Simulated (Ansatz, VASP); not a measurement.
# Ba2SeO in two plane-wave programs, part 2 of 2

Aim: how closely do two programs agree when they are given the same cell, functional and k mesh? The cell is invented: As first built, before any earlier steps moved the atoms (in the runner's words): it takes the MgSe structure with some of its atoms replaced by other elements, volume scaled by an estimate. It may not be a known or stable phase. The cell is taken from a series of runs on this material, whose earlier steps may have relaxed, scaled, displaced or heated it; both programs get it as it stands. Valence electrons are named where the data sets of a main pair hold unlike numbers.

VASP 6.6.1 and Ansatz 0.2.0.

So far. Step 2 (Ansatz: electric field gradients, PBE): The run ends at a pressure of -0.81 GPa, with forces up to 0.23 eV/Å.

## 4. Side by side

Known differences besides the potentials themselves: the data sets hold 42 valence electrons in Ansatz (on its default PAW (the set named soft_2) files) and 32 in VASP; the cutoff is 420 eV in Ansatz and 670 eV in VASP; Ansatz adds the response of the frozen cores to the gradients, VASP leaves it out. Total energies have different zeros and are not compared.

The two programs side by side:

| quantity | Ansatz | VASP | difference |
| --- | --- | --- | --- |
| pressure (GPa) | -0.81 | -0.86 | +0.04 |
| pressure without Ansatz's Pulay correction (GPa) | -0.90 | -0.86 | -0.04 |
| gap on the k mesh (eV) | 2.133 | 2.132 | +0.001 |
| Vzz at Ba1 (V/Å²) | -77.1 | -74.4 | -2.7 |
| Vzz at Ba2 (V/Å²) | 156.4 | 151.1 | +5.3 |
| Vzz at Se3 (V/Å²) | -38.4 | -37.9 | -0.5 |
| Vzz at O4 (V/Å²) | 19.9 | 20.6 | -0.8 |

Forces (eV/Å; atoms numbered as in POSCAR):

| atom | Ansatz x, y, z | VASP x, y, z |
| --- | --- | --- |
| Ba1 | -0.047, 0.000, -0.223 | -0.046, 0.000, -0.222 |
| Ba2 | 0.165, 0.000, 0.066 | 0.164, 0.000, 0.066 |
| Se3 | 0.005, 0.000, -0.004 | 0.006, 0.000, -0.005 |
| O4 | -0.124, 0.000, 0.161 | -0.123, 0.000, 0.160 |

The forces differ by 0.5 meV/Å r.m.s., which is 0.5 % of the r.m.s. force of 0.101 eV/Å (both taken over all components). A gap on the mesh is an upper bound, since the band edges may lie between its points. Ansatz's pressure holds a Pulay correction of 0.09 GPa; VASP's holds none.

## 5. Other set-ups

Further runs change the set-up of one program: Ansatz's method, potentials or start, or VASP's data sets, cutoff or form of LDA. The table gives Ansatz less VASP for each quantity, since a change that brings one quantity closer may part another.

| run | r.m.s. force difference (meV/Å) | pressure (GPa) | gap on the k mesh (eV) | Vzz at Ba1 (V/Å²) | Vzz at Ba2 (V/Å²) | Vzz at Se3 (V/Å²) |
| --- | --- | --- | --- | --- | --- | --- |
| as above | 0.5 | 0.045 | 0.0013 | -2.7 | 5.3 | -0.53 |
| VASP with the data sets Ba_sv, Se and O_h and a cutoff of 1230 eV | 101 | -0.80 | 0.047 | 0.94 | -3.9 | -0.11 |

## 6. VASP: single point, PBE

With cell and atoms fixed, the geometry can't cause a difference; cores, projectors, grids and the points listed under the comparison can.

INCAR reads:

```
SYSTEM = Ba2SeO
PREC = Accurate
ENCUT = 670
EDIFF = 1E-06
NELM = 100
ISMEAR = 0
SIGMA = 0.05
LREAL = .FALSE.
ALGO = Normal
GGA = PE
NBANDS = 22
LORBIT = 11
LWAVE = .FALSE.
LCHARG = .FALSE.
KPAR = 2
ISIF = 2
```

POSCAR reads:

```
Ba2SeO
1.0
    4.7404832200      0.0000000000      0.0000000000
    0.0000000000      4.4389628300      0.0000000000
   -0.0735353900      0.0000000000      6.5383073500
Ba Se O
2 1 1
Direct
    0.4996762360      0.5000000000      0.4370531020
    0.1262429400      0.0000000000      0.9948535090
    0.9963588130      0.0000000000      0.5017322050
    0.3825050120      0.5000000000      0.0670541840
```

KPOINTS reads:

```
Automatic mesh
0
Gamma
4 5 3
0 0 0
```

PAW data sets: Ba_sv_GW, Se_GW and O_GW (PBE family, release 64).

Command:

```
$ mpirun -np 2 vasp_std
```

Numbers of over 12 decimals in the logs are rounded to 6 here.

Log:

```text
[... set-up lines as in an earlier step ...]
 entering main loop
       N       E                     dE             d eps       ncg     rms          rms(c)
[... 5 cycles as in an earlier step ...]
DAV:   6    -0.238315803442E+02    0.48481E+01   -0.23778E+01  1344   0.422E+01    0.603E+00
DAV:   7    -0.237255621856E+02    0.10602E+00   -0.33901E+00  1512   0.153E+01    0.322E+00
DAV:   8    -0.236562767411E+02    0.69285E-01   -0.39511E-01  1344   0.559E+00    0.898E-01
DAV:   9    -0.236693506877E+02   -0.13074E-01   -0.58540E-02  1680   0.203E+00    0.390E-01
[...]
DAV:  13    -0.236758947953E+02   -0.57519E-04   -0.14761E-04  1472   0.114E-01    0.141E-02
DAV:  14    -0.236758962508E+02   -0.14555E-05   -0.31476E-05  1456   0.542E-02    0.477E-03
DAV:  15    -0.236758967093E+02   -0.45849E-06   -0.54818E-06  1096   0.242E-02
   1 F= -.23675897E+02 E0= -.23675897E+02  d E =-.266420E-13
```

From OUTCAR (step 6):

```text
  Total       -0.5078826     -0.8773714     -0.8204268      0.0000000      0.0000000     -0.2004426
  in kB       -5.9143149    -10.2170284     -9.5539064      0.0000000      0.0000000     -2.3341627
  external PRESSURE =      -8.5617499 kB  Pullay stress =       0.0000000 kB

 POSITION                                       TOTAL-FORCE (eV/Angst)
 -----------------------------------------------------------------------------------
      2.33657      2.21948      2.85759        -0.046200      0.000000     -0.220704
      0.52530      0.00000      6.50466         0.163774      0.000000      0.065959
      4.68633      0.00000      3.28048         0.005537      0.000000     -0.004624
      1.80833      2.21948      0.43842        -0.123111      0.000000      0.159368
 -----------------------------------------------------------------------------------
    total drift:                               -0.000196      0.000000      0.000035

  FREE ENERGIE OF THE ION-ELECTRON SYSTEM (eV)
  ---------------------------------------------------
  free  energy   TOTEN  =       -23.6758967093 eV

  energy  without entropy=      -23.6758967093  energy(sigma->0) =      -23.67589671

[... 2 parts as in an earlier step ...]

[... 1 further part left out ...]
[key lines of the parts left out:]
E-fermi :   2.4093
```

The run ends at a pressure of -0.86 GPa, with forces up to 0.23 eV/Å.

## 7. Ansatz: single point, PBE

The same cell, functional, mesh and smearing now go to Ansatz, which takes its cutoff from its data sets.

The cell is taken from a series of runs on this material, whose earlier steps may have relaxed, scaled, displaced or heated it; both programs get it as it stands.

input.yaml reads:

```yaml
crystal:
  lattice:
    - [4.74048322, 0.0, 0.0]
    - [0.0, 4.43896283, 0.0]
    - [-0.07353539, 0.0, 6.53830735]
  atoms:
    - { symbol: Ba, position: [0.499676236, 0.5, 0.437053102] }
    - { symbol: Ba, position: [0.12624294, 0.0, 0.994853509] }
    - { symbol: Se, position: [0.996358813, 0.0, 0.501732205] }
    - { symbol: O, position: [0.382505012, 0.5, 0.067054184] }
hamiltonian:
  xc: pbe
  pseudopotentials: { kind: paw }
kpoints:
  mp_grid: { grid: [4, 5, 3] }
scf:
  occupations: { method: gaussian, width: 0.05 }
  n_extra_bands: 5
output:
  forces: true
  stress: true
  eigenvalues: true
  write_density: true
  write_potential: true
  elf: true
  volumetric_format: npy
```

Command:

```
$ ansatz run input.yaml --threads 2 --pin off --max-ram 4608MiB --backend cpu --events-out ev --progress --plain --runs-dir out
```

Log:

```text
[...]
Crystal: 4 atoms, lattice volume = 137.584 Å³
Basis set: ecut = 420 eV, 2697 PW (Γ), exchange–correlation on 64×60×90 points (8 copies of the dense FFT grid, shifted against one another)
Bands: 26, of which v1, the nominal top of the filled ones, is band 21 counted from 1 (20 counted from 0)
Symmetry: 2 space group operations
[...]
k-points: 21 of 60 (time reversal used)
[...]
k-point 0: bands = [... 17 lower, 4.7504, 4.9329, 5.1061, 5.4460, 7.5791, 8.0216, 9.9236, 9.9588, ... 1 higher]
  k-point 1: bands = [... 17 lower, 4.6880, 4.7135, 5.1325, 5.3810, 7.8648, 8.3743, 9.4764, 10.1841, ... 1 higher]
  k-point 2: bands = [... 17 lower, 4.7213, 4.7499, 4.7950, 4.9908, 8.0457, 8.7487, 9.3796, 9.9503, ... 1 higher]
  k-point 20: bands = [... 17 lower, 4.5842, 4.7740, 4.8226, 5.0329, 8.5615, 9.2071, 9.9362, 10.3766, ... 1 higher]
[key lines of the parts left out:]
SCF converged after 7 iterations
Free energy (F): -17941.794407 eV
Fermi energy:    6.512566 eV
P = ⅓ Tr σ = -0.8132 GPa (-8.132 kbar)
```

The run ends at a pressure of -0.81 GPa, with forces up to 0.23 eV/Å.

## 8. Differences

What differs besides the data sets and the points named for the pairs above, as far as they apply: the data sets hold 42 valence electrons in Ansatz (on its default PAW (the set named soft_2) files) and 32 in VASP; VASP leaves aspherical gradient terms in its spheres out (LASPH is not set), Ansatz keeps them. Total energies have different zeros and are not compared.

The two programs side by side:

| quantity | Ansatz | VASP | difference |
| --- | --- | --- | --- |
| pressure (GPa) | -0.81 | -0.86 | +0.04 |
| pressure without Ansatz's Pulay correction (GPa) | -0.90 | -0.86 | -0.05 |
| gap on the k mesh (eV) | 2.133 | 2.131 | +0.002 |

Forces (eV/Å; atoms numbered as in POSCAR):

| atom | Ansatz x, y, z | VASP x, y, z |
| --- | --- | --- |
| Ba1 | -0.047, 0.000, -0.223 | -0.046, 0.000, -0.221 |
| Ba2 | 0.165, 0.000, 0.066 | 0.164, 0.000, 0.066 |
| Se3 | 0.005, 0.000, -0.004 | 0.006, 0.000, -0.005 |
| O4 | -0.124, 0.000, 0.161 | -0.123, 0.000, 0.159 |

The forces differ by 0.8 meV/Å r.m.s., which is 0.8 % of the r.m.s. force of 0.101 eV/Å (both taken over all components). A gap on the mesh is an upper bound, since the band edges may lie between its points. Ansatz's pressure holds a Pulay correction of 0.09 GPa; VASP's holds none.

## 9. What the set-up changes

Further runs change the set-up of one program: Ansatz's method, potentials or start, or VASP's data sets, cutoff or form of LDA. The table gives Ansatz less VASP for each quantity, since a change that brings one quantity closer may part another.

| run | r.m.s. force difference (meV/Å) | pressure (GPa) | gap on the k mesh (eV) | pressure without Ansatz's Pulay correction (GPa) |
| --- | --- | --- | --- | --- |
| as above | 0.82 | 0.043 | 0.0019 | -0.046 |
| VASP with the data sets Ba_sv, Se and O_h and a cutoff of 1230 eV | 101 | -0.80 | 0.048 | -0.89 |

## 10. Summary of results

| Property | Result |
| --- | --- |
| difference in Vzz at Ba2 (electric field gradients, PBE) | 5.3 V/Å² |
| r.m.s. force difference (single point, PBE) | 0.82 meV/Å |

The r.m.s. force difference is 0.82 meV/Å (single point, PBE), within the 12 meV/Å picked in this series as the mark of a large difference. The data sets hold unlike numbers of valence electrons (42 in Ansatz and 32 in VASP), so part of the differences comes from the potentials. Electric field gradients, PBE, VASP with the data sets Ba_sv, Se and O_h and a cutoff of 1230 eV: r.m.s. force difference goes from 0.5 to 101 meV/Å; the difference in pressure goes from 0.045 to -0.80 GPa; the difference in gap on the k mesh goes from 0.0013 to 0.047 eV; the difference in Vzz at Ba1 goes from -2.7 to 0.94 V/Å²; the difference in Vzz at Ba2 goes from 5.3 to -3.9 V/Å²; the difference in Vzz at Se3 goes from -0.53 to -0.11 V/Å². Single point, PBE, VASP with the data sets Ba_sv, Se and O_h and a cutoff of 1230 eV: r.m.s. force difference goes from 0.82 to 101 meV/Å; the difference in pressure goes from 0.043 to -0.80 GPa; the difference in gap on the k mesh goes from 0.0019 to 0.048 eV; the difference in pressure without Ansatz's Pulay correction goes from -0.046 to -0.89 GPa. How closely two codes agree says nothing of how well the functional describes the real material.

[Lines on the potential files, build, host, timing and source positions are cut from VASP's logs without a mark.]

[Logs are printed without paths, hosts, clocks, repeated set-up lines and the standing remarks that a program may print on its own settings, such as how far it seeks lower states.]

[Hosts, paths, dates, database ids (printed as entryN), source tags and the programs' standing remarks are cut or masked in the printed files.]
